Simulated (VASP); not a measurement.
Computed with PBE GGA, VASP's PBE PAW potentials (set 64) (plane waves; VASP).

A VASP calculation is set up with these files.

### KPOINTS
```
Automatic mesh
0
Gamma
13 13 13
0 0 0
```

### POSCAR
```
NiAl
1.0
  2.7975698637   0.0000000000   0.0000000000
  0.0000000000   2.7975698637   0.0000000000
  0.0000000000   0.0000000000   2.7975698637
Al Ni
1 1
Cartesian
  1.3987849319   1.3987849319   1.3987849319
  0.0000000000   0.0000000000   0.0000000000
```

INCAR:
```
EDIFFG  =  -0.02
PREC  =  Accurate
LREAL  =  .FALSE.   ! projection in real space or not
SIGMA  =  0.1
LASPH  =  .TRUE.
NELM  =  100
GGA  =  PE   ! PBE
NSW  =  40   ! most ionic steps
PSTRESS  =  300   ! kbar
LCHARG  =  .FALSE.
EDIFF  =  1E-6
ENCUT  =  500   ! plane-wave cut-off (eV)
ISIF  =  3
ISMEAR  =  1   ! Methfessel-Paxton
LMAXMIX  =  4
LWAVE  =  .FALSE.
ALGO  =  Normal   ! blocked Davidson
IBRION  =  2
SYSTEM  =  NiAl
```

POTCAR, in this order: Al Ni (PBE.64 set). Program: vasp_std.

Output

File OSZICAR:
```
       N       E                     dE             d eps       ncg     rms          rms(c)
DAV:   1     0.398491925735E+02    0.39849E+02   -0.57630E+03  1712   0.136E+03
DAV:   2    -0.106361635593E+02   -0.50485E+02   -0.47709E+02  1696   0.208E+02
DAV:   3    -0.119095384821E+02   -0.12734E+01   -0.12649E+01  2014   0.426E+01
DAV:   4    -0.119297928876E+02   -0.20254E-01   -0.20248E-01  1934   0.481E+00
DAV:   5    -0.119303947934E+02   -0.60191E-03   -0.60189E-03  1904   0.853E-01    0.126E+01
DAV:   6    -0.133084041320E+02   -0.13780E+01   -0.53871E+01  1856   0.131E+02    0.143E+01
DAV:   7    -0.104317362348E+02    0.28767E+01   -0.15566E+01  1854   0.777E+01    0.109E+00
DAV:   8    -0.104276957678E+02    0.40405E-02   -0.29941E-01  1984   0.682E+00    0.108E+00
DAV:   9    -0.104127308373E+02    0.14965E-01   -0.55278E-02  1938   0.398E+00    0.173E-01
DAV:  10    -0.104124991113E+02    0.23173E-03   -0.86634E-04  1880   0.424E-01    0.101E-01
DAV:  11    -0.104124848604E+02    0.14251E-04   -0.69006E-05  2426   0.131E-01    0.303E-02
DAV:  12    -0.104124829090E+02    0.19514E-05   -0.63248E-06  1784   0.416E-02    0.499E-03
DAV:  13    -0.104124828170E+02    0.91975E-07   -0.16105E-07   878   0.460E-03
   1 F= -.63127694E+01 E0= -.63127556E+01  d E =-.631277E+01
       N       E                     dE             d eps       ncg     rms          rms(c)
DAV:   1    -0.125783635715E+02   -0.21659E+01   -0.33118E+01  1822   0.109E+02    0.156E+01
DAV:   2    -0.138786938988E+02   -0.13003E+01   -0.77153E+01  1872   0.163E+02    0.151E+01
DAV:   3    -0.999307306704E+01    0.38856E+01   -0.20241E+01  1858   0.921E+01    0.237E+00
DAV:   4    -0.998474311619E+01    0.83300E-02   -0.34708E-01  1908   0.724E+00    0.179E+00
DAV:   5    -0.996535736545E+01    0.19386E-01   -0.54793E-02  2152   0.336E+00    0.550E-01
DAV:   6    -0.996454266774E+01    0.81470E-03   -0.51657E-03  1902   0.127E+00    0.153E-01
DAV:   7    -0.996450886147E+01    0.33806E-04   -0.24384E-04  2420   0.235E-01    0.461E-02
DAV:   8    -0.996450249059E+01    0.63709E-05   -0.58024E-05  1878   0.134E-01    0.140E-02
DAV:   9    -0.996450272617E+01   -0.23558E-06   -0.14865E-06  1184   0.186E-02
   2 F= -.62635577E+01 E0= -.62634732E+01  d E =0.492117E-01
       N       E                     dE             d eps       ncg     rms          rms(c)
DAV:   1    -0.112166296579E+02   -0.12521E+01   -0.12992E+01  1796   0.738E+01    0.836E+00
DAV:   2    -0.114919060669E+02   -0.27528E+00   -0.23954E+01  1882   0.913E+01    0.861E+00
DAV:   3    -0.103239329852E+02    0.11680E+01   -0.90257E+00  1914   0.542E+01    0.200E+00
DAV:   4    -0.102955060741E+02    0.28427E-01   -0.78334E-02  2070   0.452E+00    0.986E-01
DAV:   5    -0.102858005232E+02    0.97056E-02   -0.17201E-02  2516   0.166E+00    0.119E-01
DAV:   6    -0.102858520580E+02   -0.51535E-04   -0.40318E-04  1960   0.216E-01    0.499E-02
DAV:   7    -0.102858645038E+02   -0.12446E-04   -0.67310E-06  1864   0.339E-02    0.785E-03
DAV:   8    -0.102858642761E+02    0.22775E-06   -0.17528E-06   912   0.221E-02
   3 F= -.63402606E+01 E0= -.63402193E+01  d E =-.274912E-01
```

### OUTCAR
```
------------------------ aborting loop because EDIFF is reached ----------------------------------------
  FORCE on cell =-STRESS in cart. coord.  units (eV):
  Direction    XX          YY          ZZ          XY          YZ          ZX
  --------------------------------------------------------------------------------------
  Total        3.9163570      3.9163570      3.9163570      0.0000000      0.0000000     -0.0000000
  in kB      297.7762597    297.7762597    297.7762597      0.0000000      0.0000000     -0.0000000
  external PRESSURE =      -2.2237403 kB  Pullay stress =     300.0000000 kB
  volume of cell :       21.07
      direct lattice vectors                 reciprocal lattice vectors
     2.762067335  0.000000000 -0.000000000     0.362047654 -0.000000000 -0.000000000
     0.000000000  2.762067335 -0.000000000    -0.000000000  0.362047654 -0.000000000
     0.000000000  0.000000000  2.762067335     0.000000000  0.000000000  0.362047654
 POSITION                                       TOTAL-FORCE (eV/Angst)
 -----------------------------------------------------------------------------------
      1.38103      1.38103      1.38103         0.000000      0.000000      0.000000
      0.00000      0.00000      0.00000        -0.000000     -0.000000      0.000000
 -----------------------------------------------------------------------------------
    total drift:                               -0.000000      0.000000     -0.000000
  FREE ENERGIE OF THE ION-ELECTRON SYSTEM (eV)
  ---------------------------------------------------
  free  energy   TOTEN  =       -10.2858642761 eV

  energy  without entropy=      -10.2857403662  energy(sigma->0) =      -10.28582297
  enthalpy is  TOTEN    =        -6.3402606180 eV   P V=        3.9456036581

 reached required accuracy - stopping structural energy minimisation
```
(Selected blocks of OUTCAR.)

File CONTCAR:
```
NiAl
   1.00000000000000
     2.7620673345861215    0.0000000000000000   -0.0000000000000000
     0.0000000000000000    2.7620673345861215   -0.0000000000000000
     0.0000000000000000    0.0000000000000000    2.7620673345861215
  Al              Ni
     1     1
Direct
     0.5000000000000000    0.5000000000000000    0.5000000000000000
     0.0000000000000000    0.0000000000000000    0.0000000000000000
```

Energy and stress use the plane-wave basis of the starting cell.

The compound is NiAl in the CsCl type structure. This run relaxes it under an external pressure of 30 GPa. Symmetry was kept, so distortions that lower it aren't found. The run is not spin-polarised, so no magnetic state was tried. The electron count is odd and the run is not spin-polarised, which forces a metal.
